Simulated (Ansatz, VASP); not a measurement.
# WC (Qusongite): VASP beside Ansatz, part 2 of 2

Wanted: the spread between two codes on one cell, functional and k mesh. The cell is taken from a series of runs on this material, whose earlier steps may have relaxed, scaled, displaced or heated it; both programs get it as it stands.

VASP 6.6.1 and Ansatz 0.2.0.

So far: The starting structure; VASP: zone-centre phonons, PBE.

## 3. Ansatz: zone-centre phonons, PBE

Level of this step: Ansatz beside VASP: Kohn-Sham DFT, plane waves, PBE (Ansatz).

Ansatz runs on its default PAW (the set named soft_2) files.

The same cell, functional, mesh and smearing now go to Ansatz, which takes its cutoff from its data sets.

Contents of input.yaml:

```yaml
crystal:
  lattice:
    - [2.9217641751, 0.0, 0.0]
    - [-1.4608820875, 2.5303219995, 0.0]
    - [0.0, 0.0, 2.8471905616]
  atoms:
    - { symbol: W, position: [0.0, 0.0, 0.0] }
    - { symbol: C, position: [0.6666666667, 0.3333333333, 0.5] }
kpoints:
  mp_grid: { grid: [18, 18, 16] }
hamiltonian:
  xc: pbe
scf:
  occupations: { method: methfessel_paxton, width: 0.2 }
output:
  eigenvalues: true
phonons:
  method: dfpt
```

Launch:

```sh
> ansatz run input.yaml --threads 4 --pin off --max-ram 16384MiB --backend cpu --events-out ev --progress --plain --runs-dir out
```

Numbers of over 12 decimals in the logs are rounded to 6 here.

What it wrote:

```text
zone centre: on kpoints.mp_grid the ground state, and the responses unless they are solved on pairs of k-points, stand on 819 of the mesh's 5184 k-points, reduced under 4 symmetry operations, with k and −k counted as one. Each operation leaves every solved displacement unchanged or reverses it
Engine: ansatz 0.2.0, aarch64-unknown-linux-gnu
Pseudopotentials: kind: paw
Pseudopotential: W, paw, valence charge 14, recommended cutoff 420 eV (normal), W.paw.azcp
Pseudopotential: C, paw, valence charge 4, recommended cutoff 420 eV (normal), C.paw.azcp
Functional definition: PBE
  parameter kappa = 0.804
  parameter beta = 0.066725
  exchange = pbe_x(kappa = kappa, mu = beta*pi^2/3)
  correlation = pbe_c(beta = beta)
Crystal: 2 atoms, lattice volume = 21.049 Å³
Basis set: ecut = 420 eV, 405 PW (Γ), exchange–correlation on 40×40×40 points (8 copies of the dense FFT grid, shifted against one another)
Bands: 13, of which v1, the nominal top of the filled ones, is band 9 counted from 1 (8 counted from 0)
Symmetry: 12 space group operations
k-points: 819 of 5184 (irreducible under 4 space group operations, time reversal used)
Non-local potential: W, projectors of the file, l = 0: 3, l = 1: 2, l = 2: 2, l = 3: 1
Non-local potential: C, projectors of the file, l = 0: 2, l = 1: 2, l = 2: 1
PAW form: soft (Blöchl's): semilocal exchange-correlation on the pseudo side does not see the compensation charge
PAW one-centre angular grid: W, 590 points (default); XC on 64 Gauss nodes
PAW one-centre angular grid: C, 110 points (default); XC on 64 Gauss nodes
Initial density: superposition of atomic densities (neutral atoms: chi_scale 0, normalization atom), corrected by the library's trained network
Initial wavefunctions: pseudopotential atomic-orbital guess
Functional: x = pbe(κ = 0.804, μ = 0.219515), c = pbe(β = 0.066725)
SCF iter   1: F=—  HF=-10636.055480 eV  |F-HF|=—  |Δ(HF+E_count)|=         —  Δρ=7.12e-3  dr2=2.53e-3  ethr=1.77e-3  ⟨swp⟩=5.1  Hψ=52340  notcnv=0
preconditioner: auto → none  [metal: Δε(μ)=0.005 eV  Ē_g=9.960 eV  σ=0.200 eV  W_gap=0.02  n_scr=8 (ndim 8)  ℏωp=25.6 eV  f_vac=0.000  D(μ)=0.32/eV (n_scr^D=0)  sad-step TF]
SCF iter   2: F=—  HF=-10636.057853 eV  |F-HF|=—  |Δ(HF+E_count)|=   2.37e-3  S|Δr|=    0.00e0  Δρ=4.12e-3  dr2=8.89e-4  ethr=1.41e-5  ⟨swp⟩=1.7  Hψ=19402  notcnv=0
SCF iter   3: F=—  HF=-10636.058886 eV  |F-HF|=—  |Δ(HF+E_count)|=   1.03e-3  S|Δr|=    0.00e0  Δρ=2.78e-4  dr2=1.36e-5  ethr=4.94e-6  ⟨swp⟩=2.3  Hψ=15946  notcnv=0
SCF iter   4: F=—  HF=-10636.058883 eV  |F-HF|=—  |Δ(HF+E_count)|=   3.39e-6  S|Δr|=    0.00e0  Δρ=6.60e-5  dr2=3.34e-7  ethr=7.55e-8  ⟨swp⟩=2.0  Hψ=17037  notcnv=0
SCF iter   5: F=—  HF=-10636.058883 eV  |F-HF|=—  |Δ(HF+E_count)|=   2.03e-7  S|Δr|=    0.00e0  Δρ=9.93e-6  dr2=8.83e-9  ethr=1.86e-9  ⟨swp⟩=2.7  Hψ=16541  notcnv=0
SCF iter   6: F=—  HF=-10636.058883 eV  |F-HF|=—  |Δ(HF+E_count)|=   5.97e-9  S|Δr|=    0.00e0  Δρ=1.02e-6  dr2=1.09e-10  ethr=4.90e-11  ⟨swp⟩=3.0  Hψ=18282  notcnv=0
SCF iter   7: F=-10636.058883 eV  HF=-10636.058883 eV  |F-HF|=3.64e-12  |Δ(HF+E_count)|=  2.55e-11  S|Δr|=    0.00e0  Δρ=9.65e-8  dr2=1.54e-12  ethr=1.00e-12  ⟨swp⟩=6.2  Hψ=47037  notcnv=0
SCF 1 converged in 7 iterations: F = -10636.058883 eV  dr2 = 1.54e-12
  greatest PAW one-centre occupation: 1.000 electrons in one spin orbital (limit 2), on the W atom at site 0 (counted from 0), in its partial waves of l = 0
DFPT response loops at Γ: preconditioner auto → Kerker (q_TF=auto, 2.658 Å⁻¹) (partly filled bands, converged f_vac=0.000); β = 1.00, the filter's whole step (`scf.mixing.beta` (0.50) is not read by the response loops under this deck's `scf.mixing.preconditioner`; to damp them name `kerker` or `kerker_dos`, under which they read `scf.mixing.beta`, and type it under 1.00, their step now; both keys bind the ground state too); Broyden in place of MSR1
SCF converged after 7 iterations
Stability not checked: this state was not tested for a lower state beside it, because cold or Methfessel-Paxton smearing, or corrected tetrahedra, fill the levels in a way that the test cannot read (fill_not_monotonic; see scf.lower_state_search)
Free energy (F): -10636.058883 eV
Harris-Foulkes:  -10636.058883 eV  (|F-HF|=3.64e-12)
Internal energy: -10636.058775 eV  (E = F + TS)
E sigma→0 (E₀):  -10636.058856 eV
Entropy (-TS):   -0.000108 eV (-0.054 meV/atom)
Fermi energy:    20.246333 eV
--- Per-component energies (eV) ---
  E_band       = -64.131134
  E_kinetic    = 540.751815
  E_local      = -675.048296  (includes V_loc(G=0)·N_el)
  E_nonlocal   = 25.353998
  E_hartree    = 237.852004
  E_xc         = -316.188780
  E_vxc        = -299.962995  (∫ρ·V_xc dr)
  E_paw        = -8661.047987  (= ΣΔE_a)
  E_vpaw       = -130.929588  (= ΣTr[D̂ρ^β])
  E_aug_tail   = -0.000056  (compensation charges beyond the density's cutoff)
  E_ewald      = -1787.731472
  E_smearing   = -0.000108  (= −TS)
  E_closure    = 0.000000  (closes the sum)
  Σ components = -10636.058883   (vs F -10636.058883, Δ=0.00e0)
--- Band table (eV; the first three rows and the last of 819) ---
  k-point 0: bands = [... 5 lower, 16.0198, 16.9603, 16.9603, 20.3493, 23.4203, 23.4203, 25.7919, 25.7919]
  k-point 1: bands = [... 5 lower, 15.9730, 17.0033, 17.0033, 20.3299, 23.0789, 23.0789, 26.0027, 26.0027]
  k-point 2: bands = [... 5 lower, 15.7830, 17.1291, 17.1291, 20.3630, 22.3583, 22.3583, 26.3075, 26.3075]
  k-point 818: bands = [... 5 lower, 13.9990, 14.5575, 18.2515, 19.0118, 25.1890, 25.5649, 26.1244, 29.6441]
--- Phonons (Γ-DFPT): 4 representative perturbations + reference, on 819 of 5184 k-points (Σ response iterations 12) ---
  k mesh reduced under 4 symmetry operations, with k and −k counted as one. Each operation leaves every solved displacement unchanged or reverses it
  ASR residual: 8.036e-5 → 0.000e0 eV/Å²; symmetrization residual: 4.422e-6 eV/Å²
  ASR residual per site (eV/Å²): 8.04e-5 2.43e-5
  Γ frequencies (cm⁻¹): 0.00 0.00 0.00 567.19 597.78 597.78
  non-analytic LO–TO correction: not included (Born effective charges unavailable; polar crystals: no LO–TO splitting at Γ)
```

The column dr2 measures how far the density is from self-consistency, as an energy; F and HF (Harris–Foulkes) agree once it is small.

## 4. Differences

Known differences besides the potentials themselves: the data sets hold 18 valence electrons in Ansatz (on its default PAW (the set named soft_2) files) and 10 in VASP; the cutoff is 420 eV in Ansatz and 600 eV in VASP. Total energies have different zeros and are not compared.

The two programs side by side:

```
                  quantity  Ansatz   VASP  difference
     optical mode 1 (cm⁻¹)   567.2  570.9     -0.65 %
optical mode 2 to 3 (cm⁻¹)   597.8  603.1     -0.88 %
```

Modes are paired by rising frequency, not by their patterns, so a pair may set unlike modes beside each other; they are those without the splitting of longitudinal modes.

## 5. Outcome

```json
{
 "r.m.s. difference of the optical zone-centre modes, each program's sorted by frequency (zone-centre phonons, PBE)": "4.8 cm⁻¹",
 "difference in optical mode 2 to 3 (zone-centre phonons, PBE)": "-0.9 %"
}
```

The r.m.s. difference of the optical zone-centre modes, each program's sorted by frequency is 4.8 cm⁻¹ (zone-centre phonons, PBE). The data sets hold unlike numbers of valence electrons (18 in Ansatz and 10 in VASP), so part of the differences comes from the potentials. Among the rows given in per cent, the largest difference of the zone-centre phonons, PBE pair is in optical mode 2 to 3, -0.9 %. How closely two codes agree says nothing of how well the functional describes the real material.

[Lines on the potential files, build, host, timing and source positions are cut from VASP's logs without a mark.]

[Logs are printed without paths, hosts, clocks, repeated set-up lines and the standing remarks that a program may print on its own settings, such as how far it seeks lower states.]

[Hosts, paths, dates, database ids (printed as entryN), source tags and the programs' standing remarks are cut or masked in the printed files.]
